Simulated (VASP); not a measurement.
# A VASP study of Ba2CoS3 (PBEsol + U): structure first, properties next

What structure does Ba2CoS3 take at this level, and what are its properties? The steps: relaxing cell and atoms (PBEsol + U), second relaxation, single point with fields (PBEsol + U), band structure (PBEsol + U) and total and projected DOS (PBEsol + U). The start is a computed cell from the Materials Project.

Program: VASP 6.6.1. Level of theory: PBEsol, DFT+U (Co d 3 eV), spin-polarised from a ferromagnetic start; plane waves and PAW (Ba_sv, Co, S). Results are calculated unless marked as measured.

## (1) Set-up

Before any relaxation, the start is as follows. Symmetry: Pnma, No. 62, orthorhombic system. Conventional cell: a = 12.164 Å, b = 4.213 Å, c = 12.431 Å, α = 90.00°, β = 90.00°, γ = 90.00°. Nearest to Ba lie 7 S at 3.17 to 3.23 Å. Ba has 8 S at 3.20 to 3.94 Å and 3 Co at 3.56 to 3.63 Å nearest. Co has 4 S at 2.27 to 2.37 Å nearest. Nearest to S lie 2 Co at 2.37 Å and 5 Ba at 3.20 to 3.94 Å. Nearest to S lie 1 Co at 2.30 Å and 5 Ba at 3.19 to 3.24 Å. Nearest to S lie 1 Co at 2.27 Å and 5 Ba at 3.17 to 3.25 Å. Farther neighbours and most contacts between anions are not listed.

## (2) Relaxing cell and atoms (PBEsol + U)

Properties are meant for the cell that this level of theory prefers, so cell and atoms are relaxed first (ISIF = 3) until forces and stress are small; EDIFFG sets the threshold. PBEsol restores the gradient expansion of exchange and is tuned for the cells of solids. A Hubbard U penalises fractional filling of the localised shell, which semilocal functionals favour.

Contents of INCAR:

```
SYSTEM = Ba2CoS3
PREC = Accurate
ENCUT = 400
EDIFF = 1E-06
NELM = 100
ISMEAR = 0
SIGMA = 0.05
LREAL = Auto
ALGO = Fast
GGA = PS
NBANDS = 135
ISPIN = 2
MAGMOM = 0 0 0 0 0 0 0 0 2 2 2 2 0 0 0 0 0 0 0 0 0 0 0 0
LDAU = .TRUE.
LDAUTYPE = 2
LDAUL = -1 2 -1
LDAUU = 0 3 0
LDAUJ = 0 0 0
LDAUPRINT = 1
LASPH = .TRUE.
LMAXMIX = 4
LORBIT = 11
LWAVE = .FALSE.
LCHARG = .FALSE.
KPAR = 4
NCORE = 2
IBRION = 2
NSW = 60
ISIF = 3
EDIFFG = -0.01
```

Contents of POSCAR:

```
Ba2CoS3
1.0
   12.1638110000      0.0000000000      0.0000000000
    0.0000000000      4.2127040000      0.0000000000
    0.0000000000      0.0000000000     12.4308350000
Ba Co S
8 4 12
Direct
    0.0112040000      0.2500000000      0.8259160000
    0.4887960000      0.7500000000      0.3259160000
    0.5112040000      0.2500000000      0.6740840000
    0.9887960000      0.7500000000      0.1740840000
    0.1728840000      0.2500000000      0.4778920000
    0.8271160000      0.7500000000      0.5221080000
    0.6728840000      0.2500000000      0.0221080000
    0.3271160000      0.7500000000      0.9778920000
    0.2448160000      0.7500000000      0.6974550000
    0.7448160000      0.7500000000      0.8025450000
    0.7551840000      0.2500000000      0.3025450000
    0.2551840000      0.2500000000      0.1974550000
    0.7715610000      0.2500000000      0.7199890000
    0.2284390000      0.7500000000      0.2800110000
    0.2715610000      0.2500000000      0.7800110000
    0.7284390000      0.7500000000      0.2199890000
    0.4353100000      0.2500000000      0.1404330000
    0.5646900000      0.7500000000      0.8595670000
    0.9353100000      0.2500000000      0.3595670000
    0.3606460000      0.7500000000      0.5539500000
    0.1393540000      0.2500000000      0.0539500000
    0.8606460000      0.7500000000      0.9460500000
    0.6393540000      0.2500000000      0.4460500000
    0.0646900000      0.7500000000      0.6404330000
```

Contents of KPOINTS:

```
Automatic mesh
0
Gamma
3 6 3
0 0 0
```

PAW data sets: Ba_sv, Co and S (PBE family, release 64).

Started as:

```sh
$ mpirun -np 8 vasp_std
```

Output:

```text
[banner, memory and clock lines left out]
running    8 mpi-ranks, on    1 nodes
 distrk:  each k-point on    2 cores,    4 groups
 distr:  one band on    2 cores,    1 groups

 POSCAR found type information on POSCAR BaCoS
 POSCAR found :  3 types and      24 ions
|                                                                             |
|               ----> ADVICE to this user running VASP <----                  |
|                                                                             |
|     You enforced a specific xc type in the INCAR file but a different       |
|     [... a line on the potential file left out ...]
|     I HOPE YOU KNOW WHAT YOU ARE DOING!                                     |
|                                                                             |

 LDA part: xc-table for (Slater+PW92), standard interpolation
 POSCAR, INCAR and KPOINTS ok, starting setup
 FFT: planning ... GRIDC
 FFT: planning ... GRID_SOFT
 FFT: planning ... GRID
 WAVECAR not read
 entering main loop
       N       E                     dE             d eps       ncg     rms          rms(c)
DAV:   1     0.139649042083E+04    0.13965E+04   -0.65538E+04  8640   0.103E+03
DAV:   2     0.495604660482E+02   -0.13469E+04   -0.12585E+04  9280   0.262E+02
DAV:   3    -0.126024273721E+03   -0.17558E+03   -0.17085E+03 10712   0.109E+02
DAV:   4    -0.137216039485E+03   -0.11192E+02   -0.11059E+02 12496   0.285E+01
DAV:   5    -0.137873836800E+03   -0.65780E+00   -0.65697E+00 13640   0.585E+00    0.388E+01
RMM:   6    -0.170294946262E+03   -0.32421E+02   -0.32166E+02  9144   0.579E+01    0.957E+01
RMM:   7    -0.131470303261E+03    0.38825E+02   -0.64775E+01  8896   0.282E+01    0.272E+01
RMM:   8    -0.127368530630E+03    0.41018E+01   -0.18220E+01  8894   0.134E+01    0.138E+01
RMM:   9    -0.129126423211E+03   -0.17579E+01   -0.32428E+00  9432   0.324E+00    0.917E+00
RMM:  10    -0.129006241049E+03    0.12018E+00   -0.19951E+00 10046   0.280E+00    0.447E+00
RMM:  11    -0.129025328365E+03   -0.19087E-01   -0.69385E-01 10307   0.175E+00    0.195E+00
RMM:  12    -0.129129476836E+03   -0.10415E+00   -0.21661E-01 11229   0.891E-01    0.125E+00
RMM:  13    -0.129156208044E+03   -0.26731E-01   -0.57257E-02 11538   0.479E-01    0.899E-01
RMM:  14    -0.129171452681E+03   -0.15245E-01   -0.24623E-02 11835   0.326E-01    0.565E-01
RMM:  15    -0.129177621835E+03   -0.61692E-02   -0.14920E-02 11811   0.237E-01    0.257E-01
RMM:  16    -0.129180434985E+03   -0.28132E-02   -0.69556E-03 12485   0.142E-01    0.133E-01
RMM:  17    -0.129181827837E+03   -0.13929E-02   -0.23778E-03 13677   0.852E-02    0.104E-01
RMM:  18    -0.129183374372E+03   -0.15465E-02   -0.16493E-03 12742   0.832E-02    0.873E-02
RMM:  19    -0.129184279925E+03   -0.90555E-03   -0.10844E-03 12823   0.564E-02    0.766E-02
RMM:  20    -0.129185872674E+03   -0.15927E-02   -0.26051E-03 10896   0.128E-01    0.629E-02
RMM:  21    -0.129186628388E+03   -0.75571E-03   -0.19687E-03 11162   0.964E-02    0.442E-02
RMM:  22    -0.129186904862E+03   -0.27647E-03   -0.46467E-04 11770   0.391E-02    0.240E-02
RMM:  23    -0.129187011489E+03   -0.10663E-03   -0.29952E-04 10935   0.393E-02    0.161E-02
RMM:  24    -0.129187053376E+03   -0.41887E-04   -0.27677E-04 10692   0.336E-02    0.116E-02
RMM:  25    -0.129187082949E+03   -0.29573E-04   -0.80749E-05 11103   0.149E-02    0.455E-03
WARNING in EDDRMM: call to ZHEGV failed, returncode =   8  4     69
WARNING in EDDRMM: call to ZHEGV failed, returncode =   6  3     47
RMM:  26    -0.129187087690E+03   -0.47407E-05   -0.24019E-05  9386   0.745E-03    0.218E-03
RMM:  27    -0.129187089225E+03   -0.15345E-05   -0.11986E-05  7894   0.458E-03    0.122E-03
 num prob WARNING in EDDRMM: call to ZHEGV failed, returncode =   6  3     48
WARNING in EDDRMM: call to ZHEGV failed, returncode =   6  3     75
RMM:  28    -0.129187089905E+03   -0.67982E-06   -0.63978E-06  6712   0.299E-03
   1 F= -.12918709E+03 E0= -.12918709E+03  d E =-.129187E+03  mag=    11.9999
 curvature:   0.00 expect dE= 0.000E+00 dE for cont linesearch  0.000E+00
 trial: gam= 0.00000 g(F)=  0.307E-01 g(S)=  0.157E+00 ort = 0.000E+00 (trialstep = 0.100E+01)
 search vector abs. value=  0.187E+00
 bond charge predicted
       N       E                     dE             d eps       ncg     rms          rms(c)
DAV:   1    -0.130299565673E+03   -0.11125E+01   -0.25472E+01 11272   0.208E+01    0.776E+00
RMM:   2    -0.129636174311E+03    0.66339E+00   -0.45730E+00  8790   0.788E+00    0.814E+00
RMM:   3    -0.129321857317E+03    0.31432E+00   -0.13095E+00  8910   0.408E+00    0.249E+00
RMM:   4    -0.129296572240E+03    0.25285E-01   -0.56814E-01  8910   0.147E+00    0.150E+00
RMM:   5    -0.129278940862E+03    0.17631E-01   -0.10955E-01  9111   0.105E+00    0.101E+00
RMM:   6    -0.129278853539E+03    0.87322E-04   -0.21869E-02 10323   0.345E-01    0.661E-01
RMM:   7    -0.129279223668E+03   -0.37013E-03   -0.10689E-02  9675   0.273E-01    0.231E-01
RMM:   8    -0.129279150820E+03    0.72848E-04   -0.48188E-03 10999   0.164E-01    0.105E-01
RMM:   9    -0.129279158630E+03   -0.78104E-05   -0.14375E-03 12261   0.770E-02    0.934E-02
RMM:  10    -0.129279219976E+03   -0.61346E-04   -0.53870E-04 12436   0.480E-02    0.660E-02
RMM:  11    -0.129279232079E+03   -0.12102E-04   -0.16835E-04 12776   0.276E-02    0.228E-02
RMM:  12    -0.129279243259E+03   -0.11180E-04   -0.80997E-05 13236   0.156E-02    0.214E-02
RMM:  13    -0.129279241945E+03    0.13135E-05   -0.29747E-05 12299   0.985E-03    0.920E-03
RMM:  14    -0.129279242191E+03   -0.24570E-06   -0.14008E-05 10932   0.623E-03    0.389E-03
RMM:  15    -0.129279242936E+03   -0.74475E-06   -0.69231E-06  8272   0.434E-03
   2 F= -.12927924E+03 E0= -.12927924E+03  d E =-.921530E-01  mag=    12.0000
[... from here on, the cycles between the ionic steps are left out ...]
   3 F= -.12927934E+03 E0= -.12927934E+03  d E =-.922509E-01  mag=    12.0000
   4 F= -.12931088E+03 E0= -.12931088E+03  d E =-.315425E-01  mag=    12.0000
   5 F= -.12932440E+03 E0= -.12932440E+03  d E =-.450641E-01  mag=    12.0000
   6 F= -.12932685E+03 E0= -.12932685E+03  d E =-.244051E-02  mag=    12.0000
   7 F= -.12932790E+03 E0= -.12932790E+03  d E =-.349196E-02  mag=    12.0000
   8 F= -.12932875E+03 E0= -.12932875E+03  d E =-.851378E-03  mag=    12.0000
   9 F= -.12932881E+03 E0= -.12932881E+03  d E =-.914650E-03  mag=    12.0000
  10 F= -.12932932E+03 E0= -.12932932E+03  d E =-.507185E-03  mag=    12.0000
  11 F= -.12932949E+03 E0= -.12932949E+03  d E =-.679346E-03  mag=    12.0000
  12 F= -.12932937E+03 E0= -.12932937E+03  d E =-.557765E-03  mag=    12.0000
  13 F= -.12932952E+03 E0= -.12932952E+03  d E =-.709107E-03  mag=    12.0000
  14 F= -.12932998E+03 E0= -.12932998E+03  d E =-.457281E-03  mag=    12.0000
  15 F= -.12933018E+03 E0= -.12933018E+03  d E =-.657513E-03  mag=    12.0000
  16 F= -.12933047E+03 E0= -.12933047E+03  d E =-.292730E-03  mag=    12.0000
  17 F= -.12933052E+03 E0= -.12933052E+03  d E =-.339502E-03  mag=    12.0000
  18 F= -.12933055E+03 E0= -.12933055E+03  d E =-.368717E-03  mag=    12.0000
  19 F= -.12933073E+03 E0= -.12933073E+03  d E =-.182883E-03  mag=    12.0000
  20 F= -.12933080E+03 E0= -.12933080E+03  d E =-.249964E-03  mag=    12.0000
 curvature:  -3.63 expect dE=-0.281E-03 dE for cont linesearch -0.112E-06
 trial: gam= 0.15920 g(F)=  0.704E-04 g(S)=  0.716E-05 ort =-0.727E-05 (trialstep = 0.844E+00)
 search vector abs. value=  0.119E-03
 bond charge predicted
       N       E                     dE             d eps       ncg     rms          rms(c)
DAV:   1    -0.129330804486E+03   -0.72252E-05   -0.80403E-03  9600   0.206E-01    0.559E-02
RMM:   2    -0.129330837099E+03   -0.32613E-04   -0.22713E-04  8697   0.483E-02    0.252E-02
RMM:   3    -0.129330847231E+03   -0.10132E-04   -0.51186E-05  9683   0.207E-02    0.130E-02
RMM:   4    -0.129330847781E+03   -0.55008E-06   -0.77558E-06  8474   0.805E-03
  21 F= -.12933085E+03 E0= -.12933085E+03  d E =-.509967E-04  mag=    12.0000
 trial-energy change:   -0.000051  1 .order   -0.000052   -0.000064   -0.000039
 step:   2.1527(harm=  2.1527)  dis= 0.00152  next Energy=  -129.330879 (dE=-0.822E-04)
 reached required accuracy - stopping structural energy minimisation
```

Elapsed: 49 min, on 8 MPI ranks of Intel Xeon 6975P-C (Granite Rapids), shared host; peak memory 6.7 GiB; 5.8 h of CPU time.

The logs omit lines about the potential files and the build; timing stands in the text.

[end of part 1 of 7]

[Lines on the potential files, build, host, timing and source positions are cut from VASP's logs without a mark.]

[Logs are printed without paths, hosts, clocks, repeated set-up lines and the standing remarks that a program may print on its own settings, such as how far it seeks lower states.]

[Hosts, paths, dates, database ids (printed as entryN), source tags and the programs' standing remarks are cut or masked in the printed files.]

[A measured line is paired with the nearest computed mode of its activity, which favours agreement.]

[In band tables of VASP the shares of atoms and orbitals are scaled to a sum of 1 inside the atoms' spheres.]
